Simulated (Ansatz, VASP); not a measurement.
# Te (Tellurium): VASP beside Ansatz, part 2 of 2

Wanted: the spread between two codes on one cell, functional and k mesh. The cell is taken from a series of runs on this material, whose earlier steps may have relaxed, scaled, displaced or heated it; both programs get it as it stands.

VASP 6.6.1 and Ansatz 0.2.0.

So far: The structure; VASP: zone-centre phonons, LDA.

**3. Ansatz: zone-centre phonons, LDA**

Level of this step: Ansatz beside VASP: Kohn-Sham DFT, plane waves, LDA (Ansatz).

Ansatz runs on its PAW soft_1 files.

The same cell, functional (in two slightly different forms), mesh and smearing now go to Ansatz, which takes its cutoff from its data sets.

input.yaml

```yaml
crystal:
  lattice:
    - [4.3619427738, 0.0, 0.0]
    - [-2.1809713869, 3.777553252, 0.0]
    - [0.0, 0.0, 5.9296978714]
  atoms:
    - { symbol: Te, position: [0.2790382617, 0.0, 0.3333333333] }
    - { symbol: Te, position: [0.0, 0.2790382617, 0.6666666667] }
    - { symbol: Te, position: [0.7209617383, 0.7209617383, 0.0] }
kpoints:
  mp_grid: { grid: [12, 12, 8] }
hamiltonian:
  xc: lda
  pseudopotentials: { kind: paw, azcp: { folder: soft_1 }, xc_functional: pbe }
scf:
  occupations: { method: methfessel_paxton, width: 0.2 }
output:
  eigenvalues: true
phonons:
  method: dfpt
```

On the command line:

```
> ansatz run input.yaml --threads 4 --pin off --max-ram 10240MiB --backend cpu --events-out ev --progress --plain --runs-dir out
```

Numbers of over 12 decimals in the logs are rounded to 6 here.

What it wrote:

```text
zone centre: on kpoints.mp_grid the ground state, and the responses unless they are solved on pairs of k-points, stand on 320 of the mesh's 1152 k-points, reduced under 2 symmetry operations, with k and −k counted as one. Each operation leaves every solved displacement unchanged or reverses it
Engine: ansatz 0.2.0, aarch64-unknown-linux-gnu
Pseudopotentials: kind: paw
Pseudopotential: Te, paw, valence charge 16, recommended cutoff 420 eV (normal), soft_1/Te.paw.azcp
Functional definition: SPW92
  exchange = slater_x
  correlation = pw_c
Crystal: 3 atoms, lattice volume = 97.706 Å³
Basis set: ecut = 420 eV, 1921 PW (Γ), exchange–correlation on 60×60×96 points (8 copies of the dense FFT grid, shifted against one another)
Bands: 29, of which v1, the nominal top of the filled ones, is band 24 counted from 1 (23 counted from 0)
Symmetry: 6 space group operations
k-points: 320 of 1152 (irreducible under 2 space group operations, time reversal used)
Non-local potential: Te, projectors of the file, l = 0: 2, l = 1: 2, l = 2: 2, l = 3: 1
PAW form: soft (Blöchl's): semilocal exchange-correlation on the pseudo side does not see the compensation charge
PAW frozen core: Te, regenerated for the run's functional, and the local potential with it (the file was generated under x = pbe(κ = 0.804, μ = 0.219515), c = pbe(β = 0.066725))
PAW one-centre angular grid: Te, 590 points (default); XC on 64 Gauss nodes
Initial density: superposition of atomic densities (chi_scale 0.1, normalization cell)
Initial wavefunctions: pseudopotential atomic-orbital guess
Functional: x = slater, c = lda
SCF iter   1: F=—  HF=-20481.841219 eV  |F-HF|=—  |Δ(HF+E_count)|=         —  Δρ=1.48e-2  dr2=1.51e-1  ethr=3.10e-3  ⟨swp⟩=8.6  Hψ=45665  notcnv=0
preconditioner: auto → Resta (q_TF=auto, 2.424 Å⁻¹)  ε∞=4.3  [insulator: Δε(μ)=0.234 eV  Ē_g=8.715 eV  σ=0.200 eV  W_gap=0.58  n_scr=22 (ndim 8)  ℏωp=15.9 eV  f_vac=0.005  D(μ)=-0.04/eV (n_scr^D=0)  ε∞_Penn≈4.3]
SCF iter   2: F=—  HF=-20481.810502 eV  |F-HF|=—  |Δ(HF+E_count)|=   3.07e-2  S|Δr|=    0.00e0  Δρ=8.32e-3  dr2=4.74e-2  ethr=3.16e-4  ⟨swp⟩=1.0  Hψ=11865  notcnv=0
SCF iter   3: F=—  HF=-20481.799605 eV  |F-HF|=—  |Δ(HF+E_count)|=   1.09e-2  S|Δr|=    0.00e0  Δρ=7.24e-4  dr2=4.84e-4  ethr=9.87e-5  ⟨swp⟩=2.4  Hψ=13055  notcnv=0
SCF iter   4: F=—  HF=-20481.799658 eV  |F-HF|=—  |Δ(HF+E_count)|=   5.24e-5  S|Δr|=    0.00e0  Δρ=2.17e-4  dr2=5.04e-5  ethr=1.01e-6  ⟨swp⟩=2.7  Hψ=17946  notcnv=0
SCF iter   5: F=—  HF=-20481.799663 eV  |F-HF|=—  |Δ(HF+E_count)|=   5.27e-6  S|Δr|=    0.00e0  Δρ=6.78e-5  dr2=6.14e-6  ethr=1.05e-7  ⟨swp⟩=2.0  Hψ=16892  notcnv=0
SCF iter   6: F=—  HF=-20481.799663 eV  |F-HF|=—  |Δ(HF+E_count)|=   2.65e-7  S|Δr|=    0.00e0  Δρ=1.53e-5  dr2=2.40e-7  ethr=1.28e-8  ⟨swp⟩=3.0  Hψ=17247  notcnv=0
SCF iter   7: F=—  HF=-20481.799664 eV  |F-HF|=—  |Δ(HF+E_count)|=   1.19e-6  S|Δr|=    0.00e0  Δρ=2.38e-6  dr2=4.90e-9  ethr=5.00e-10  ⟨swp⟩=2.0  Hψ=11223  notcnv=0
SCF iter   8: F=—  HF=-20481.799664 eV  |F-HF|=—  |Δ(HF+E_count)|=   2.17e-9  S|Δr|=    0.00e0  Δρ=6.15e-7  dr2=2.64e-10  ethr=1.02e-11  ⟨swp⟩=2.0  Hψ=17131  notcnv=0
SCF iter   9: F=-20481.799664 eV  HF=-20481.799664 eV  |F-HF|=7.28e-12  |Δ(HF+E_count)|=  4.00e-11  S|Δr|=    0.00e0  Δρ=1.07e-7  dr2=9.79e-12  ethr=1.00e-12  ⟨swp⟩=8.7  Hψ=58763  notcnv=0
SCF 1 converged in 9 iterations: F = -20481.799664 eV  dr2 = 9.79e-12
  greatest PAW one-centre occupation: 0.999 electrons in one spin orbital (limit 2), on the Te atom at site 1 (counted from 0), in its partial waves of l = 2
DFPT response loops at Γ: preconditioner auto → Kerker (q_TF=auto, 2.424 Å⁻¹) (partly filled bands, converged f_vac=0.015); β = 1.00, the filter's whole step (`scf.mixing.beta` (0.50) is not read by the response loops under this deck's `scf.mixing.preconditioner`; to damp them name `kerker` or `kerker_dos`, under which they read `scf.mixing.beta`, and type it under 1.00, their step now; both keys bind the ground state too); Broyden in place of MSR1
SCF converged after 9 iterations
Stability not checked: this state was not tested for a lower state beside it, because cold or Methfessel-Paxton smearing, or corrected tetrahedra, fill the levels in a way that the test cannot read (fill_not_monotonic; see scf.lower_state_search)
Free energy (F): -20481.799664 eV
Harris-Foulkes:  -20481.799664 eV  (|F-HF|=7.28e-12)
Internal energy: -20481.802639 eV  (E = F + TS)
E sigma→0 (E₀):  -20481.800408 eV
Entropy (-TS):   0.002975 eV (0.992 meV/atom)
Fermi energy:    9.202556 eV
Step filling:    the computed levels leave a gap of 0.0474 eV = 0.2 smearing widths at the electron count; against every level under it full and every level over it empty, smearing changes F+E_penalty+E_count by +0.366 meV and its σ→0 estimate by -0.378 meV
--- Per-component energies (eV) ---
  E_band       = -783.557093
  E_kinetic    = 519.099477
  E_local      = -4803.545131  (includes V_loc(G=0)·N_el)
  E_nonlocal   = 210.466447
  E_hartree    = 2391.458499
  E_xc         = -367.211323
  E_vxc        = -308.963170  (∫ρ·V_xc dr)
  E_paw        = -13549.615417  (= ΣΔE_a)
  E_vpaw       = -1183.531821  (= ΣTr[D̂ρ^β])
  E_aug_tail   = 0.000218  (compensation charges beyond the density's cutoff)
  E_ewald      = -4884.491336
  E_core_change = 2.035927  (= ΣΔE_core)
  E_smearing   = 0.002975  (= −TS)
  E_closure    = -0.000000  (closes the sum)
  Σ components = -20481.799664   (vs F -20481.799664, Δ=0.00e0)
--- Band table (eV; the first three rows and the last of 320) ---
  k-point 0: bands = [... 20 lower, 6.4202, 7.3478, 7.3478, 8.0624, 10.0781, 10.0781, 10.7092, 14.0169, ... 1 higher]
  k-point 1: bands = [... 20 lower, 6.5868, 7.4155, 7.4560, 8.0785, 9.9450, 9.9791, 10.5377, 13.6370, ... 1 higher]
  k-point 2: bands = [... 20 lower, 6.5907, 7.5712, 7.7164, 8.1238, 9.6667, 9.7399, 10.1366, 13.2722, ... 1 higher]
  k-point 319: bands = [... 20 lower, 4.4880, 7.6593, 8.0312, 8.7692, 9.7732, 10.7204, 10.7434, 14.0729, ... 1 higher]
--- Phonons (Γ-DFPT): 3 representative perturbations + reference, on 320 of 1152 k-points (Σ response iterations 9) ---
  k mesh reduced under 2 symmetry operations, with k and −k counted as one. Each operation leaves every solved displacement unchanged or reverses it
  ASR residual: 9.665e-5 → 0.000e0 eV/Å²; symmetrization residual: 3.476e-6 eV/Å²
  ASR residual per site (eV/Å²): 9.67e-5 9.67e-5 9.67e-5
  Γ frequencies (cm⁻¹): 0.00 0.00 0.00 81.68 81.68 88.05 100.26 126.88 126.88
  non-analytic LO–TO correction: not included (Born effective charges unavailable; polar crystals: no LO–TO splitting at Γ)
```

**4. Comparison**

Known differences besides the potentials themselves: the data sets hold 48 valence electrons in Ansatz (on its PAW soft_1 files) and 18 in VASP; the cutoff is 420 eV in Ansatz and 500 eV in VASP; VASP's log shows a relativistic correction to its local exchange, Ansatz's none. Total energies have different zeros and are not compared.

Compared:

| quantity | Ansatz | VASP | difference |
| --- | --- | --- | --- |
| optical mode 1 to 2 (cm⁻¹) | 81.7 | 81.9 | -0.26 % |
| optical mode 3 (cm⁻¹) | 88.0 | 88.2 | -0.19 % |
| optical mode 4 (cm⁻¹) | 100.3 | 102.1 | -1.78 % |
| optical mode 5 to 6 (cm⁻¹) | 126.9 | 127.4 | -0.38 % |

Modes are paired by rising frequency, not by their patterns, so a pair may set unlike modes beside each other; they are those without the splitting of longitudinal modes.

**5. Results**

```yaml
r_m_s_difference_of_the_optical_zone_centre_modes_each_program_s_sorted_by_frequency_zone_centre_phonons_lda: 0.81 cm⁻¹
difference_in_optical_mode_4_zone_centre_phonons_lda: -1.8 %
```

**Reading.** The r.m.s. difference of the optical zone-centre modes, each program's sorted by frequency is 0.81 cm⁻¹ (zone-centre phonons, LDA). The data sets hold unlike numbers of valence electrons (48 in Ansatz and 18 in VASP), so part of the differences comes from the potentials. Among the rows given in per cent, the largest difference of the zone-centre phonons, LDA pair is in optical mode 4, -1.8 %. How closely two codes agree says nothing of how well the functional describes the real material.

[Lines on the potential files, build, host, timing and source positions are cut from VASP's logs without a mark.]

[Logs are printed without paths, hosts, clocks, repeated set-up lines and the standing remarks that a program may print on its own settings, such as how far it seeks lower states.]

[Hosts, paths, dates, database ids (printed as entryN), source tags and the programs' standing remarks are cut or masked in the printed files.]
